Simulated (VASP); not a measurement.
Set up this calculation in VASP 6.6.1, as the native input.

- Task: single point
- Functional: PBE
- Potentials or basis: VASP PAW PBE potentials, release 64 (Br, Cu, K_sv, F)
- Cutoff: 520 eV
- k mesh: 5 × 5 × 4
- Occupations: fermi-dirac, width 0.05 eV
- Spin: no spin polarisation
- Further INCAR settings: ALGO = Normal; EDIFF = 1e-07; NBANDS = 38

The structure of K2CuBr2F2 lies in POSCAR:

```
K2CuBr2F2
1.0
    5.0293070000      0.0000000000      0.0000000000
    0.0000000000      5.0293070000      0.0000000000
    0.0000000000      0.0000000000      6.6348630000
Br Cu K F
2 1 2 2
Direct
    0.5012890000      0.0132910000     -0.0067450000
   -0.0042340000      0.5128210000      0.0038740000
    0.0023620000      0.0012080000      0.0047110000
    0.4928900000      0.0068110000      0.5016320000
   -0.0079600000      0.5071560000      0.4983830000
    0.4923310000      0.5070640000      0.5047640000
   -0.0008190000     -0.0029970000      0.4906150000
```

The cell comes from a database or a generator and needn't be the stable form of this composition.

The cell isn't the ideal one: atoms moved at random, drawn with an rms of 0.05 Å.

These files were run (other wordings do the same):

INCAR

```
  ALGO = Normal
  EDIFF = 1E-7
  ENCUT = 520
  GGA = PE
  ISIF = 2
  ISMEAR = -1
  LASPH = T
  LCHARG = T
  LELF = T
  LREAL = F
  LVHAR = T
  LWAVE = F
  NBANDS = 38
  NELM = 60
  PREC = Accurate
  SIGMA = 0.05
```

KPOINTS

```
k-points
0
Gamma
  5 5 4
```

Potentials or basis: VASP PAW PBE potentials, release 64 (Br, Cu, K_sv, F).

Launch:

```bash
$ cat potpaw_PBE.64/Br/POTCAR potpaw_PBE.64/Cu/POTCAR potpaw_PBE.64/K_sv/POTCAR potpaw_PBE.64/F/POTCAR > POTCAR
$ mpirun -np 1 vasp_std > vasp.out
```

Results of the run:

```json
{
 "Pressure": "1.1 GPa",
 "Largest force": "0.268 eV/Å",
 "Band gap on the k mesh": "none (metal or under the smearing width)"
}
```

Caveat: an odd number of electrons without spin polarisation forces a metal; a magnetic or distorted state may lie lower; the run has no spin polarisation, though such a crystal can be magnetic; semilocal functionals often make such compounds metallic where correlation or magnetic order opens a gap, which also shifts bond lengths.

Run time: 10 min on 1 thread of AMD EPYC 7R43 64-Core Processor (Zen 3) (shared host), peak memory 0.43 GiB.
